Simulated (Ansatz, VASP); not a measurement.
# Two plane-wave programs on ZnBrO

```xyz
6
Lattice="3.7177 0.0000 0.0000 0.0000 3.7177 0.0000 0.0000 0.0000 7.1366" Properties=species:S:1:pos:R:3 pbc="T T T"
Zn    0.0000    1.8588    1.2767
Zn    1.8588    0.0000    5.8598
Br    0.0000    1.8588    4.4125
Br    1.8588    0.0000    2.7240
O     0.0000    0.0000    0.0000
O     1.8588    1.8588    0.0000
```

The cell was built by a generator and needn't be a form met in nature.

Alike in both runs: task single point; functional LDA; k mesh 9 × 9 × 5; no spin polarisation.

|  | VASP | Ansatz |
| --- | --- | --- |
| version | VASP 6.6.1 | Ansatz 0.2.0 |
| potentials or method | VASP PAW LDA potentials, release 64 (Zn, Br, O) | PAW plane waves |
| plane-wave cutoff (eV) | 520 | 420 |
| occupations | fermi-dirac, width 0.1 eV | fermi-dirac |
| valence electrons in the cell | 50 | 50 |

```tsv
	VASP	Ansatz	Ansatz less VASP
pressure (GPa)	-11.6	-11.9	-0.26
largest component of the traceless stress (GPa)	0.48	0.48	-0.004
rms of the force components (eV/Å)	0.857	0.870	+0.0136
```

Atom by atom the forces differ by 0.016 eV/Å (rms over components).

Caveats: forces of over 1 eV/Å show positions far from the minimum, so gaps and moduli don't describe the material at rest.
